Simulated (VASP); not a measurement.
# BN (Qingsongite): exact exchange and RPA correlation, part 4 of 6

How do semilocal functionals compare with the RPA for BN (Qingsongite), and at what cost? The scan starts from a database cell scaled to its smallest volume. The cell is of the zinc-blende type. The start is a cell from a database of measured crystal structures.

VASP 6.6.1, plane waves and PAW; the level of theory is named at each step.

So far. Step 14 (Orbitals for comparison: HSE06, volume ratio 0.97): The run ends at a pressure of 15.32 GPa. Step 15 (Comparison: HSE06, volume ratio 0.97): Its energy is -10.1916 eV an atom, on a zero of its own.

### Step 16. Orbitals, volume ratio 1

This step: PBE; plane waves and PAW (N_GW, B_GW) (VASP 6.6.1).

The same chain follows at a volume ratio of 1.

The input, INCAR:

```
SYSTEM = BN
PREC = Accurate
ENCUT = 570
EDIFF = 1E-08
NELM = 100
ISMEAR = 0
SIGMA = 0.05
LREAL = .FALSE.
ALGO = Normal
GGA = PE
NBANDS = 10
LORBIT = 11
LWAVE = .TRUE.
LCHARG = .FALSE.
KPAR = 8
```

The input, POSCAR:

```
BN
1.0
    0.0000000000      1.8075000000      1.8075000000
    1.8075000000      0.0000000000      1.8075000000
    1.8075000000      1.8075000000      0.0000000000
N B
1 1
Direct
    0.7500000000      0.7500000000      0.7500000000
    0.0000000000      0.0000000000      0.0000000000
```

The input, KPOINTS:

```
Automatic mesh
0
Gamma
6 6 6
0 0 0
```

PAW data sets: N_GW and B_GW (PBE family, release 64).

Run with:

```bash
$ mpirun -np 8 vasp_std
```

The log of the run:

```text
[... set-up lines as in an earlier step ...]
 entering main loop
       N       E                     dE             d eps       ncg     rms          rms(c)
DAV:   1     0.436081E+02    0.43608E+02   -0.54369E+03   320   0.931E+02
DAV:   2    -0.164577E+02   -0.60066E+02   -0.56651E+02   354   0.284E+02
DAV:   3    -0.183830E+02   -0.19253E+01   -0.18974E+01   430   0.451E+01
DAV:   4    -0.183968E+02   -0.13776E-01   -0.13759E-01   392   0.318E+00
[...]
DAV:  13    -0.174610E+02   -0.67865E-07   -0.27637E-08   362   0.170E-03    0.813E-05
DAV:  14    -0.174610E+02   -0.16860E-07   -0.10809E-09   216   0.364E-04    0.292E-05
DAV:  15    -0.174610E+02    0.74482E-09   -0.91943E-11   208   0.184E-04
   1 F= -.17461019E+02 E0= -.17461019E+02  d E =-.307139E-16
 writing wavefunctions
```

Wall time 1.2 s (8 MPI ranks of Intel Xeon 6975P-C (Granite Rapids), shared host); peak memory 0.87 GiB.

OUTCAR, selected parts (step 16):

```text
  Total        0.2221585      0.2221585      0.2221585      0.0000000      0.0000000     -0.0000000
  in kB       30.1375900     30.1375900     30.1375900      0.0000000      0.0000000     -0.0000000
  external PRESSURE =      30.1375900 kB  Pullay stress =       0.0000000 kB

 POSITION                                       TOTAL-FORCE (eV/Angst)
 -----------------------------------------------------------------------------------
      2.71125      2.71125      2.71125        -0.000000     -0.000000     -0.000000
      0.00000      0.00000      0.00000         0.000000      0.000000      0.000000
 -----------------------------------------------------------------------------------
    total drift:                               -0.000001     -0.000001     -0.000001

  FREE ENERGIE OF THE ION-ELECTRON SYSTEM (eV)
  ---------------------------------------------------
  free  energy   TOTEN  =       -17.4610190962 eV

  energy  without entropy=      -17.4610190962  energy(sigma->0) =      -17.46101910

[... 1 part as in an earlier step ...]

[... 2 further parts left out ...]
[key lines of the parts left out:]
E-fermi :   7.7356
```

The run ends at a pressure of 3.01 GPa.

### Step 17. Exact exchange, volume ratio 1

This step: Hartree-Fock energy on PBE orbitals; plane waves and PAW (N_GW, B_GW) (VASP 6.6.1).

Exact exchange at this point.

The input, INCAR:

```
SYSTEM = BN
PREC = Accurate
ENCUT = 570
ISMEAR = 0
SIGMA = 0.05
LREAL = .FALSE.
GGA = PE
NBANDS = 10
ALGO = Eigenval
NELM = 1
LHFCALC = .TRUE.
AEXX = 1
ALDAC = 0
AGGAC = 0
PRECFOCK = Normal
LWAVE = .FALSE.
LCHARG = .FALSE.
```

POSCAR is that of step 16.

KPOINTS is that of step 16.

The WAVECAR or CHGCAR of an earlier step is read.

Run with:

```bash
$ mpirun -np 8 vasp_std
```

The log of the run:

```text
[... set-up lines as in an earlier step ...]
 entering main loop
       N       E                     dE             d eps       ncg     rms          rms(c)
EIG:   1    -0.295419E+02   -0.29542E+02    0.00000E+00     0   0.000E+00
   1 F= -.29541918E+02 E0= -.29541918E+02  d E =-.124789E-56
```

Run time: 4.4 s. Hardware: 8 MPI ranks; peak memory 0.77 GiB; 28 s of CPU time.

OUTCAR, selected parts (step 17):

```text
 POSITION                                       TOTAL-FORCE (eV/Angst)
 -----------------------------------------------------------------------------------
      2.71125      2.71125      2.71125         0.000000      0.000000      0.000000
      0.00000      0.00000      0.00000        -0.000000     -0.000000     -0.000000
 -----------------------------------------------------------------------------------
    total drift:                               -0.000001     -0.000001     -0.000001

  FREE ENERGIE OF THE ION-ELECTRON SYSTEM (eV)
  ---------------------------------------------------
  free  energy   TOTEN  =       -29.5419182508 eV

  energy  without entropy=      -29.5419182508  energy(sigma->0) =      -29.54191825

[... 2 parts as in an earlier step ...]

[... 1 further part left out ...]
[key lines of the parts left out:]
E-fermi :   8.0159
```

The Hartree-Fock energy on these orbitals is -14.7710 eV an atom.

### Step 18. Empty bands, volume ratio 1

This step: PBE; plane waves and PAW (N_GW, B_GW) (VASP 6.6.1).

The empty bands are made again, for the run that follows.

The input, INCAR:

```
SYSTEM = BN
PREC = Accurate
ENCUT = 570
ISMEAR = 0
SIGMA = 0.05
LREAL = .FALSE.
GGA = PE
NBANDS = 368
ALGO = Exact
NELM = 1
LWAVE = .TRUE.
LCHARG = .FALSE.
LOPTICS = .TRUE.
NEDOS = 1000
CSHIFT = 0.1
```

POSCAR is that of step 17.

KPOINTS is that of step 17.

Run with:

```bash
$ mpirun -np 8 vasp_std
```

The log of the run:

```text
[banner, memory and clock lines left out]
running    8 mpi-ranks, on    1 nodes
[...]
[... a notice as in an earlier step ...]

 LDA part: xc-table for (Slater+PW92), standard interpolation
 found WAVECAR, reading the header
  number of bands has changed, file:    10 present:   368
  trying to continue reading WAVECAR, but it might fail
 POSCAR, INCAR and KPOINTS ok, starting setup
[...]
reading WAVECAR
 random initialization beyond band           10
 the WAVECAR file was read successfully
 initial charge from wavefunction
 entering main loop
       N       E                     dE             d eps       ncg     rms          rms(c)
DIA:   1    -0.174610E+02   -0.17461E+02    0.00000E+00     0   0.000E+00
   1 F= -.17461019E+02 E0= -.17461019E+02  d E =-.296519E-51
 writing wavefunctions
 optical routines
 imaginary and real dielectric function
 recalculating local potential from charge density
 direction            1
 direction            2
 direction            3
```

Wall time 1.8 s (8 MPI ranks); peak memory 0.87 GiB; 9 s of CPU time.

From OUTCAR (step 18):

```text
  Total        0.2221722      0.2221722      0.2221722      0.0000000      0.0000000      0.0000000
  in kB       30.1394532     30.1394532     30.1394532      0.0000000      0.0000000      0.0000000
  external PRESSURE =      30.1394532 kB  Pullay stress =       0.0000000 kB

 POSITION                                       TOTAL-FORCE (eV/Angst)
 -----------------------------------------------------------------------------------
      2.71125      2.71125      2.71125        -0.000000     -0.000000      0.000000
      0.00000      0.00000      0.00000         0.000000      0.000000     -0.000000
 -----------------------------------------------------------------------------------
    total drift:                               -0.000001     -0.000001     -0.000001

  FREE ENERGIE OF THE ION-ELECTRON SYSTEM (eV)
  ---------------------------------------------------
  free  energy   TOTEN  =       -17.4610190955 eV

  energy  without entropy=      -17.4610190955  energy(sigma->0) =      -17.46101910

[... 1 part as in an earlier step ...]

[... 2 further parts left out ...]
[key lines of the parts left out:]
E-fermi :   7.9872
```

WAVECAR now holds 368 bands for 8 electrons.

### Step 19. RPA correlation, volume ratio 1

This step: RPA correlation on PBE orbitals; plane waves and PAW (N_GW, B_GW) (VASP 6.6.1).

RPA correlation at this point.

The input, INCAR:

```
SYSTEM = BN
PREC = Accurate
ENCUT = 570
ISMEAR = 0
SIGMA = 0.05
LREAL = .FALSE.
GGA = PE
NBANDS = 368
ALGO = ACFDT
ENCUTGW = 200
NOMEGA = 12
PRECFOCK = Fast
LWAVE = .FALSE.
LCHARG = .FALSE.
```

POSCAR is that of step 18.

KPOINTS is that of step 18.

Run with:

```bash
$ mpirun -np 8 vasp_std
```

The log of the run:

```text
[banner, memory and clock lines left out]
running    8 mpi-ranks, on    1 nodes
[...]
[... a notice as in an earlier step ...]

 LDA part: xc-table for (Slater+PW92), standard interpolation
 found WAVECAR, reading the header
 POSCAR, INCAR and KPOINTS ok, starting setup
[...]
reading WAVECAR
 the WAVECAR file was read successfully
 initial charge from wavefunction
 available memory per node:     34.03 GB, setting MAXMEM to     34847

 The Fermi energy was updated, please check that it is located mid-gap
 values below the HOMO (VB) or above the LUMO (CB) will cause erroneous energies
 E-fermi :   9.6921

 the WAVEDER file was read successfully
 set NWRITE>2 for more details about minimax calculation
 number of imaginary grid points requested:      12
 number of distinct grids requested:  1
 quadrature errors minimized for energies in [ 0.446E+01, 0.574E+03 ]
 bosonic grid (T=0, re) determined with error: 0.3847E-08
 bosonic grid (re): 0.3847E-08
[...]
NQ=  10    0.3333    0.3333    0.0000,
|.........|.........|.........|.........
 performed      37730000 updates of chi_q(r,r)
 total number of BLAS operations       1615.13 Gflops
NQ=  11    0.5000    0.3333    0.0000,
|.........|.........|.........|.........
 performed      41503000 updates of chi_q(r,r)
 total number of BLAS operations       1789.52 Gflops
NQ=  12   -0.3333    0.3333    0.0000,
|.........|.........|.........|.........
 performed      45276000 updates of chi_q(r,r)
 total number of BLAS operations       1987.60 Gflops
NQ=  13    0.5000    0.5000    0.0000,
|.........|.........|.........|.........
 performed      49049000 updates of chi_q(r,r)
 total number of BLAS operations       2180.83 Gflops
NQ=  14    0.5000    0.3333    0.1667,
|.........|.........|.........|.........
 performed      52822000 updates of chi_q(r,r)
 total number of BLAS operations       2355.22 Gflops
NQ=  15   -0.3333    0.3333    0.1667,
|.........|.........|.........|.........
 performed      56595000 updates of chi_q(r,r)
 total number of BLAS operations       2529.60 Gflops
NQ=  16   -0.3333    0.5000    0.1667,
|.........|.........|.........|.........
 performed      60368000 updates of chi_q(r,r)
 total number of BLAS operations       2703.99 Gflops
 entering main loop
```

It took 16 s on 8 MPI ranks; peak memory 1.5 GiB.

Parts of OUTCAR (step 19):

```text
      cutoff energy     smooth cutoff   RPA   correlation   Hartree contr. to MP2
---------------------------------------------------------------------------------
            200.000           160.000      -12.0168402108      -18.4661243134
            190.476           152.381      -11.9057164827      -18.3353030887
            181.406           145.125      -11.7892010276      -18.1965930113
            172.768           138.214      -11.6644199170      -18.0464219539
            164.541           131.632      -11.5343300365      -17.8881459888
            156.705           125.364      -11.3979530939      -17.7200592456
            149.243           119.394      -11.2527384972      -17.5386924134
            142.136           113.709      -11.1029697738      -17.3484659105
  linear regression

[... 2 parts as in an earlier step ...]

[... 2 further parts left out ...]
[key lines of the parts left out:]
E-fermi :   9.6921
```

The correlation energy is -6.6871 eV an atom, -16 meV against the point before. With exact exchange the total is -21.4581 eV an atom.

### Step 20. Comparison: r2SCAN, volume ratio 1

This step: r2SCAN; plane waves and PAW (N_GW, B_GW) (VASP 6.6.1).

The comparison at this point.

The input, INCAR:

```
SYSTEM = BN
PREC = Accurate
ENCUT = 570
EDIFF = 1E-06
NELM = 100
ISMEAR = 0
SIGMA = 0.05
LREAL = .FALSE.
ALGO = Normal
METAGGA = R2SCAN
LASPH = .TRUE.
NBANDS = 10
LWAVE = .FALSE.
LCHARG = .FALSE.
KPAR = 8
```

POSCAR is that of step 19.

KPOINTS is that of step 19.

Run with:

```bash
$ mpirun -np 8 vasp_std
```

The log of the run:

```text
[... set-up lines as in an earlier step ...]
 entering main loop
       N       E                     dE             d eps       ncg     rms          rms(c)
DAV:   1     0.402113E+02    0.40211E+02   -0.55875E+03   320   0.955E+02
DAV:   2    -0.210412E+02   -0.61252E+02   -0.57783E+02   362   0.292E+02
DAV:   3    -0.229343E+02   -0.18931E+01   -0.18650E+01   422   0.455E+01
DAV:   4    -0.229473E+02   -0.13018E-01   -0.13004E-01   386   0.335E+00
[...]
DAV:  10    -0.191582E+02   -0.90245E-05   -0.66517E-04   404   0.297E-01    0.632E-03
DAV:  11    -0.191582E+02   -0.11973E-05   -0.10302E-05   388   0.354E-02    0.310E-03
DAV:  12    -0.191582E+02   -0.19869E-06   -0.39043E-07   228   0.700E-03
   1 F= -.19158186E+02 E0= -.19158186E+02  d E =-.852268E-12
```

Run time: 2.4 s. Hardware: 8 MPI ranks; peak memory 0.84 GiB.

OUTCAR, selected parts (step 20):

```text
  Total       -0.1185999     -0.1185999     -0.1185999     -0.0000000      0.0000000     -0.0000000
  in kB      -16.0890347    -16.0890347    -16.0890347     -0.0000000      0.0000000     -0.0000000
  external PRESSURE =     -16.0890347 kB  Pullay stress =       0.0000000 kB

  FREE ENERGIE OF THE ION-ELECTRON SYSTEM (eV)
  ---------------------------------------------------
  free  energy   TOTEN  =       -19.1581855463 eV

  energy  without entropy=      -19.1581855463  energy(sigma->0) =      -19.15818555

[... 3 parts as in an earlier step ...]

[... 1 further part left out ...]
[key lines of the parts left out:]
E-fermi :   7.5218
```

Its energy is -9.5791 eV an atom, on a zero of its own.

### Step 21. Orbitals for comparison: HSE06, volume ratio 1

This step: PBE; plane waves and PAW (N_GW, B_GW) (VASP 6.6.1).

Starting orbitals, as before.

The input, INCAR:

```
SYSTEM = BN
PREC = Accurate
ENCUT = 570
EDIFF = 1E-05
NELM = 100
ISMEAR = 0
SIGMA = 0.05
LREAL = .FALSE.
ALGO = Normal
GGA = PE
NBANDS = 10
LORBIT = 11
LWAVE = .TRUE.
LCHARG = .FALSE.
KPAR = 8
```

POSCAR is that of step 20.

KPOINTS is that of step 20.

Run with:

```bash
$ mpirun -np 8 vasp_std
```

The log of the run:

```text
[... set-up lines as in an earlier step ...]
 entering main loop
       N       E                     dE             d eps       ncg     rms          rms(c)
[... 9 cycles as in an earlier step ...]
DAV:  10    -0.174610E+02   -0.11679E-05   -0.92210E-05   374   0.115E-01
   1 F= -.17461015E+02 E0= -.17461015E+02  d E =-.270178E-16
 writing wavefunctions
```

Wall time 1 s (8 MPI ranks); peak memory 0.85 GiB.

OUTCAR, selected parts (step 21):

```text
  Total        0.2201489      0.2201489      0.2201489      0.0000000     -0.0000000      0.0000000
  in kB       29.8649768     29.8649768     29.8649768      0.0000000     -0.0000000      0.0000000
  external PRESSURE =      29.8649768 kB  Pullay stress =       0.0000000 kB

 POSITION                                       TOTAL-FORCE (eV/Angst)
 -----------------------------------------------------------------------------------
      2.71125      2.71125      2.71125         0.000000      0.000000      0.000000
      0.00000      0.00000      0.00000        -0.000000     -0.000000     -0.000000
 -----------------------------------------------------------------------------------
    total drift:                               -0.000000     -0.000000     -0.000000

  FREE ENERGIE OF THE ION-ELECTRON SYSTEM (eV)
  ---------------------------------------------------
  free  energy   TOTEN  =       -17.4610149430 eV

  energy  without entropy=      -17.4610149430  energy(sigma->0) =      -17.46101494

[... 2 parts as in an earlier step ...]

[... 1 further part left out ...]
[key lines of the parts left out:]
E-fermi :   7.7360
```

The run ends at a pressure of 2.99 GPa.

### Step 22. Comparison: HSE06, volume ratio 1

This step: HSE06; plane waves and PAW (N_GW, B_GW) (VASP 6.6.1).

The comparison at this point.

The input, INCAR:

```
SYSTEM = BN
PREC = Accurate
ENCUT = 570
EDIFF = 1E-06
NELM = 100
ISMEAR = 0
SIGMA = 0.05
LREAL = .FALSE.
ALGO = Normal
LHFCALC = .TRUE.
AEXX = 0.25
GGA = PE
HFSCREEN = 0.2
LASPH = .TRUE.
NBANDS = 10
PRECFOCK = Fast
LWAVE = .FALSE.
LCHARG = .FALSE.
KPAR = 8
```

POSCAR is that of step 21.

KPOINTS is that of step 21.

The run starts from files that an earlier step left in the folder.

Run with:

```bash
$ mpirun -np 8 vasp_std
```

The log of the run:

```text
[... set-up lines as in an earlier step ...]
 entering main loop
       N       E                     dE             d eps       ncg     rms          rms(c)
DAV:   1    -0.203831E+02   -0.20383E+02   -0.30449E-01   452   0.756E+00    0.369E-01
DAV:   2    -0.203835E+02   -0.48939E-03   -0.14103E-03   392   0.392E-01    0.238E-01
DAV:   3    -0.203829E+02    0.67326E-03   -0.43441E-04   438   0.215E-01    0.139E-01
DAV:   4    -0.203827E+02    0.17812E-03   -0.14198E-04   488   0.137E-01    0.803E-02
DAV:   5    -0.203826E+02    0.50660E-04   -0.33602E-05   482   0.814E-02    0.455E-02
DAV:   6    -0.203826E+02    0.14646E-04   -0.91247E-06   468   0.459E-02    0.256E-02
DAV:   7    -0.203826E+02    0.41923E-05   -0.23019E-06   344   0.234E-02    0.146E-02
DAV:   8    -0.203826E+02    0.11965E-05   -0.58942E-07   196   0.121E-02    0.846E-03
DAV:   9    -0.203826E+02    0.32942E-06   -0.25343E-07   184   0.682E-03
   1 F= -.20382625E+02 E0= -.20382625E+02  d E =-.268869E-17
```

Wall time 6.2 s (8 MPI ranks); peak memory 1.6 GiB.

OUTCAR, selected parts (step 22):

```text
 POSITION                                       TOTAL-FORCE (eV/Angst)
 -----------------------------------------------------------------------------------
      2.71125      2.71125      2.71125        -0.000000     -0.000000     -0.000000
      0.00000      0.00000      0.00000         0.000000      0.000000      0.000000
 -----------------------------------------------------------------------------------
    total drift:                               -0.000002      0.000001     -0.000002

  FREE ENERGIE OF THE ION-ELECTRON SYSTEM (eV)
  ---------------------------------------------------
  free  energy   TOTEN  =       -20.3826249898 eV

  energy  without entropy=      -20.3826249898  energy(sigma->0) =      -20.38262499

[... 2 parts as in an earlier step ...]

[... 1 further part left out ...]
[key lines of the parts left out:]
E-fermi :   6.8684
```

Its energy is -10.1913 eV an atom, on a zero of its own.

### Step 23. Orbitals, volume ratio 1.03

This step: PBE; plane waves and PAW (N_GW, B_GW) (VASP 6.6.1).

The same chain follows at a volume ratio of 1.03.

The input, INCAR:

```
SYSTEM = BN
PREC = Accurate
ENCUT = 570
EDIFF = 1E-08
NELM = 100
ISMEAR = 0
SIGMA = 0.05
LREAL = .FALSE.
ALGO = Normal
GGA = PE
NBANDS = 10
LORBIT = 11
LWAVE = .TRUE.
LCHARG = .FALSE.
KPAR = 8
```

The input, POSCAR:

```
BN
1.0
    0.0000000000      1.8253972035      1.8253972035
    1.8253972035      0.0000000000      1.8253972035
    1.8253972035      1.8253972035      0.0000000000
N B
1 1
Direct
    0.7500000000      0.7500000000      0.7500000000
    0.0000000000      0.0000000000      0.0000000000
```

KPOINTS is that of step 22.

Run with:

```bash
$ mpirun -np 8 vasp_std
```

The log of the run:

```text
[... set-up lines as in an earlier step ...]
 entering main loop
       N       E                     dE             d eps       ncg     rms          rms(c)
DAV:   1     0.345406E+02    0.34541E+02   -0.56995E+03   320   0.932E+02
DAV:   2    -0.170214E+02   -0.51562E+02   -0.48636E+02   378   0.262E+02
DAV:   3    -0.183427E+02   -0.13213E+01   -0.13174E+01   422   0.384E+01
DAV:   4    -0.183488E+02   -0.60635E-02   -0.60629E-02   378   0.255E+00
[...]
DAV:  13    -0.174557E+02   -0.69244E-07   -0.27439E-08   364   0.167E-03    0.917E-05
DAV:  14    -0.174557E+02   -0.18273E-07   -0.12048E-09   220   0.391E-04    0.319E-05
DAV:  15    -0.174557E+02    0.66171E-09   -0.10588E-10   204   0.197E-04
   1 F= -.17455745E+02 E0= -.17455745E+02  d E =-.522902E-20
 writing wavefunctions
```

Wall time 1.2 s (8 MPI ranks); peak memory 0.89 GiB.

OUTCAR, selected parts (step 23):

```text
  Total       -0.5857203     -0.5857203     -0.5857203      0.0000000      0.0000000      0.0000000
  in kB      -77.1433964    -77.1433964    -77.1433964      0.0000000      0.0000000      0.0000000
  external PRESSURE =     -77.1433964 kB  Pullay stress =       0.0000000 kB

 POSITION                                       TOTAL-FORCE (eV/Angst)
 -----------------------------------------------------------------------------------
      2.73810      2.73810      2.73810        -0.000000      0.000000     -0.000000
      0.00000      0.00000      0.00000         0.000000     -0.000000      0.000000
 -----------------------------------------------------------------------------------
    total drift:                               -0.000000     -0.000000     -0.000000

  FREE ENERGIE OF THE ION-ELECTRON SYSTEM (eV)
  ---------------------------------------------------
  free  energy   TOTEN  =       -17.4557450627 eV

  energy  without entropy=      -17.4557450627  energy(sigma->0) =      -17.45574506

[... 1 part as in an earlier step ...]

[... 2 further parts left out ...]
[key lines of the parts left out:]
E-fermi :   7.4119
```

The run ends at a pressure of -7.71 GPa.

[end of part 4 of 6]

[Long decimals in the printed logs are rounded to 6 places.]

[Lines on the potential files, build, host, timing and source positions are cut from VASP's logs without a mark.]

[Logs are printed without paths, hosts, clocks, repeated set-up lines and the standing remarks that a program may print on its own settings, such as how far it seeks lower states.]

[Hosts, paths, dates, database ids (printed as entryN), source tags and the programs' standing remarks are cut or masked in the printed files.]

[Measured values are set beside computed ones only where the two were judged alike; some that the calculation misses by far are left out.]

[Pressures printed for these runs are not shown converged in the cutoff: they can be off by several GPa and have the wrong sign.]
